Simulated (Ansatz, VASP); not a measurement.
## BaNaLaWO6: VASP beside Ansatz

One calculation is typed for both programs; each brings its own data sets. How far apart do they land? The cell is taken from a series of runs on this material, whose earlier steps may have relaxed, scaled, displaced or heated it; both programs get it as it stands.

Calculated with Ansatz 0.2.0; plane waves, with VASP 6.6.1 beside it; G0W0 gap at PBE, DFT+U.

## Step 1: The structure

It takes space group F-43m (No. 216, cubic). Conventional cell: a = 8.647 Å, b = 8.647 Å, c = 8.647 Å, α = 90.00°, β = 90.00°, γ = 90.00°. Na has 12 O at 3.07 Å nearest. Nearest to Ba lie 12 O at 3.07 Å. La has 6 O at 2.38 Å nearest. Nearest to W lie 6 O at 1.94 Å. Nearest to O lie 1 W at 1.94 Å and 1 La at 2.38 Å and 2 Ba at 3.07 Å and 2 Na at 3.07 Å. Farther neighbours and most contacts between anions are not listed.

## Step 2: VASP: G0W0 gap, PBE, DFT+U

Quasiparticle shifts depend on high empty states and on the cores, so they are the hardest test of two PAW sets.

Lines of VASP's logs that name or quote its potential files are left out, and so is its time.

The run reads the wave functions of an earlier VASP run, which isn't shown here.

INCAR

```
SYSTEM = BaNaLaWO6
PREC = Accurate
ENCUT = 440
ISMEAR = 0
SIGMA = 0.01
LREAL = .FALSE.
GGA = PE
NBANDS = 714
LASPH = .TRUE.
LMAXMIX = 6
ALGO = EVGW0
NELMGW = 1
ENCUTGW = 150
NOMEGA = 64
PRECFOCK = Fast
NBANDSGW = 48
LWAVE = .FALSE.
LCHARG = .FALSE.
```

POSCAR

```
BaNaLaWO6
1.0
    0.0000000000      4.3237387100      4.3237387100
    4.3237387100      0.0000000000      4.3237387100
    4.3237387100      4.3237387100      0.0000000000
Na Ba La W O
1 1 1 1 6
Direct
    0.7500000000      0.7500000000      0.7500000000
    0.2500000000      0.2500000000      0.2500000000
    0.0000000000      0.0000000000      0.0000000000
    0.5000000000      0.5000000000      0.5000000000
    0.7244845028      0.2755154972      0.2755154972
    0.2755154972      0.7244845028      0.7244845028
    0.7244845028      0.7244845028      0.2755154972
    0.2755154972      0.2755154972      0.7244845028
    0.2755154972      0.7244845028      0.2755154972
    0.7244845028      0.2755154972      0.7244845028
```

KPOINTS

```
Automatic mesh
0
Gamma
2 2 2
0 0 0
```

The projector-augmented-wave data sets are Na_sv_GW, Ba_sv_GW, La_GW, W_sv_GW and O_GW (PBE family, release 64).

Run with:

```
$ export OMP_NUM_THREADS=3
$ mpirun -np 1 vasp_std
```

Numbers of over 12 decimals in the logs are rounded to 6 here.

The program printed:

```text
[banner, memory and clock lines left out]
running    1 mpi-ranks, on    1 nodes
 distrk:  each k-point on    1 cores,    1 groups
 distr:  one band on    1 cores,    1 groups
 Offloading initialized ...    1 GPUs detected
 POSCAR found type information on POSCAR NaBaLaW O
 POSCAR found :  5 types and      10 ions
|                                                                             |
|           W    W    AA    RRRRR   N    N  II  N    N   GGGG   !!!           |
|           W    W   A  A   R    R  NN   N  II  NN   N  G    G  !!!           |
|           W    W  A    A  R    R  N N  N  II  N N  N  G       !!!           |
|           W WW W  AAAAAA  RRRRR   N  N N  II  N  N N  G  GGG   !            |
|           WW  WW  A    A  R   R   N   NN  II  N   NN  G    G                |
|           W    W  A    A  R    R  N    N  II  N    N   GGGG   !!!           |
|                                                                             |
|     The default for ENCUTGWSOFT is different in this version of VASP.       |
|     please manually set ENCUTGWSOFT =150 in the INCAR file.                 |
|                                                                             |

 LDA part: xc-table for (Slater+PW92), standard interpolation
 found WAVECAR, reading the header
 POSCAR, INCAR and KPOINTS ok, starting setup
 FFT: planning ... GRIDC
 FFT: planning ... GRID_SOFT
 FFT: planning ... GRID
 reading WAVECAR
 the WAVECAR file was read successfully
 initial charge from wavefunction
 available memory per node:   1653.88 GB, setting MAXMEM to   1693577

 The Fermi energy was updated, please check that it is located mid-gap
 values below the HOMO (VB) or above the LUMO (CB) will cause erroneous energies
 E-fermi :   4.9929

 calculate exact exchange contribution
 the WAVEDER file was read successfully
energies w=
    0.000    0.000    1.071    0.000    2.139    0.000    3.203    0.000
    4.260    0.000    5.309    0.000    6.347    0.000    7.374    0.000
    8.389    0.000    9.390    0.000   10.378    0.000   11.353    0.000
   12.314    0.000   13.263    0.000   14.200    0.000   15.126    0.000
   16.042    0.000   16.950    0.000   17.850    0.000   18.744    0.000
   19.635    0.000   20.523    0.000   21.410    0.000   22.299    0.000
   23.192    0.000   24.089    0.000   24.995    0.000   25.910    0.000
   26.839    0.000   27.783    0.000   28.745    0.000   29.729    0.000
   30.738    0.000   31.776    0.000   32.847    0.000   33.956    0.000
   35.109    0.000   36.311    0.000   37.568    0.000   38.889    0.000
   40.282    0.000   41.758    0.000   43.327    0.000   45.004    0.000
   46.804    0.000   48.747    0.000   50.854    0.000   53.154    0.000
   55.678    0.000   58.468    0.000   61.572    0.000   65.054    0.000
   68.992    0.000   73.489    0.000   78.678    0.000   84.737    0.000
   91.909    0.000  100.536    0.000  111.107    0.000  124.362    0.000
  141.457    0.000  164.324    0.000  196.431    0.000  244.715    0.000
 responsefunction array rank=     692
 LDA part: xc-table for (Slater+PW92), standard interpolation

 min. memory requirement per mpi rank   1471.6 MB, per node   1471.6 MB

 allocating  64 responsefunctions rank=   692
 shmem allocating  64 responsefunctions rank=   692
 response function shared by NCSHMEM nodes    1
 Doing            64  frequencies on each core in blocks of            64
NQ=   1    0.0000    0.0000    0.0000,
|.........|.........|.........|.........|.........|.........|.........|.........
 performed        636000 updates of chi_q(r,r)
 total number of BLAS operations       2120.04 Gflops
NQ=   2    0.5000    0.0000    0.0000,
|.........|.........|.........|.........|.........|.........|.........|.........
 performed       1615000 updates of chi_q(r,r)
 total number of BLAS operations       5451.87 Gflops
NQ=   3    0.5000    0.5000    0.0000,
|.........|.........|.........|.........|.........|.........|.........|.........
 performed       2526000 updates of chi_q(r,r)
 total number of BLAS operations       8942.48 Gflops
 resolving degeneracies of screened two electron integrals

 calculate QP shifts <psi_nk| G(iteration)W_0 |psi_nk>: iteration 1
 entering main loop
```

Parts of OUTCAR (step 2):

```text
ion  position               nearest neighbor table
   1  0.750  0.750  0.750-
   2  0.250  0.250  0.250-
   3  0.000  0.000  0.000-   5 2.38   6 2.38   7 2.38   8 2.38   9 2.38  10 2.38
   4  0.500  0.500  0.500-   5 1.94   6 1.94   7 1.94   8 1.94   9 1.94  10 1.94
   5  0.724  0.276  0.276-   4 1.94   3 2.38
   6  0.276  0.724  0.724-   4 1.94   3 2.38
   7  0.724  0.724  0.276-   4 1.94   3 2.38
   8  0.276  0.276  0.724-   4 1.94   3 2.38
   9  0.276  0.724  0.276-   4 1.94   3 2.38
  10  0.724  0.276  0.724-   4 1.94   3 2.38

  LATTYP: Found a face centered cubic cell.
 ALAT       =     8.6474774200

 Subroutine GETGRP returns: Found 24 space group operations
 (whereof 24 operations were pure point group operations)

The static configuration has the point symmetry T_d .

 Found      3 irreducible k-points:

   k-points           NKPTS =      3   k-points in BZ     NKDIM =      8   number of bands    NBANDS=    714

   dimension x,y,z NGX =    42 NGY =   42 NGZ =   42
   dimension x,y,z NGXF=    84 NGYF=   84 NGZF=   84

   ENCUT  =  440.0 eV  32.34 Ry    5.69 a.u.  10.46 10.46 10.46*2*pi/ulx,y,z

   NELECT =      80.0000    total number of electrons

  energy-cutoff  :      440.00
  volume of cell :      161.66
      direct lattice vectors                 reciprocal lattice vectors
     0.000000000  4.323738710  4.323738710    -0.115640660  0.115640660  0.115640660
     4.323738710  0.000000000  4.323738710     0.115640660 -0.115640660  0.115640660
     4.323738710  4.323738710  0.000000000     0.115640660  0.115640660 -0.115640660

 k-points in reciprocal lattice and weights: Automatic mesh
   0.00000000  0.00000000  0.00000000       0.125
   0.50000000  0.00000000  0.00000000       0.500
   0.50000000  0.50000000  0.00000000       0.375

 E-fermi :   4.9929

 QP shifts <psi_nk| G(iteration)W_0 |psi_nk>: iteration 1
 for sc-GW calculations column KS-energies equals QP-energies in previous step
 and V_xc(KS)=  KS-energies - (<T + V_ion + V_H > + <T+V_H+V_ion>^1  + <V_x>^1)
 k-point   1 :       0.0000    0.0000    0.0000
  band No.  KS-energies  QP-energies   sigma(KS)   V_xc(KS)     V^pw_x(r,r')   Z            occupation Imag(sigma)
    ...
     37       3.2329       2.5810     -20.5689     -19.6845     -24.7557       0.7371       2.0000       0.3521
     38       3.7678       3.1751     -20.2311     -19.4103     -24.5470       0.7222       2.0000       0.3711
     39       3.7678       3.1751     -20.2311     -19.4103     -24.5470       0.7222       2.0000       0.3711
     40       3.7678       3.1751     -20.2311     -19.4103     -24.5470       0.7222       2.0000       0.3711
     41       6.3754       7.1222     -13.3279     -14.2823      -9.2698       0.7825       0.0000      -0.2616
     42       6.3754       7.1222     -13.3279     -14.2823      -9.2698       0.7825       0.0000      -0.2616
     43       6.3754       7.1222     -13.3279     -14.2823      -9.2698       0.7825       0.0000      -0.2616
     44       7.7442       8.2243      -8.0543      -8.6368      -4.3658       0.8242       0.0000      -0.2366
    ...

 k-point   2 :       0.5000    0.0000    0.0000
  band No.  KS-energies  QP-energies   sigma(KS)   V_xc(KS)     V^pw_x(r,r')   Z            occupation Imag(sigma)
    ...
     37       2.9801       2.3281     -19.4740     -18.5698     -23.7577       0.7211       2.0000       0.4066
     38       3.4299       2.7736     -19.5846     -18.6784     -23.8299       0.7242       2.0000       0.3814
     39       3.4299       2.7736     -19.5846     -18.6784     -23.8299       0.7242       2.0000       0.3814
     40       3.5012       2.8594     -19.7911     -18.9037     -24.1044       0.7232       2.0000       0.3845
     41       7.1157       7.9994     -14.4127     -15.5579     -10.1692       0.7717       0.0000      -0.2967
     42       7.2598       8.1934     -15.0250     -16.2467     -10.8560       0.7642       0.0000      -0.2978
     43       7.2598       8.1934     -15.0250     -16.2467     -10.8560       0.7642       0.0000      -0.2978
     44       9.2734      10.1169     -10.6985     -11.7617      -6.6669       0.7934       0.0000      -0.2869
    ...

 k-point   3 :       0.5000    0.5000    0.0000
  band No.  KS-energies  QP-energies   sigma(KS)   V_xc(KS)     V^pw_x(r,r')   Z            occupation Imag(sigma)
    ...
     37       3.1586       2.4620     -20.2496     -19.3135     -24.3025       0.7441       2.0000       0.3399
     38       3.2647       2.6019     -20.4800     -19.5846     -24.6144       0.7403       2.0000       0.3468
     39       3.2647       2.6019     -20.4800     -19.5846     -24.6144       0.7403       2.0000       0.3468
     40       3.7467       3.1489     -20.1769     -19.3488     -24.4819       0.7219       2.0000       0.3713
     41       6.2180       6.9582     -13.0234     -13.9664      -8.8171       0.7848       0.0000      -0.2666
     42       7.7204       8.7543     -16.5799     -17.9560     -12.4506       0.7513       0.0000      -0.3218
     43       7.7204       8.7543     -16.5799     -17.9560     -12.4506       0.7513       0.0000      -0.3218
     44       9.6035      10.5831     -10.0891     -11.3161      -5.5283       0.7983       0.0000      -0.2988
    ...
```

This run has no spin polarisation, so a moment on W, if there is one, isn't seen.

(Part 1 of 2 ends here.)

[Lines on the potential files, build, host, timing and source positions are cut from VASP's logs without a mark.]

[Logs are printed without paths, hosts, clocks, repeated set-up lines and the standing remarks that a program may print on its own settings, such as how far it seeks lower states.]

[Hosts, paths, dates, database ids (printed as entryN), source tags and the programs' standing remarks are cut or masked in the printed files.]
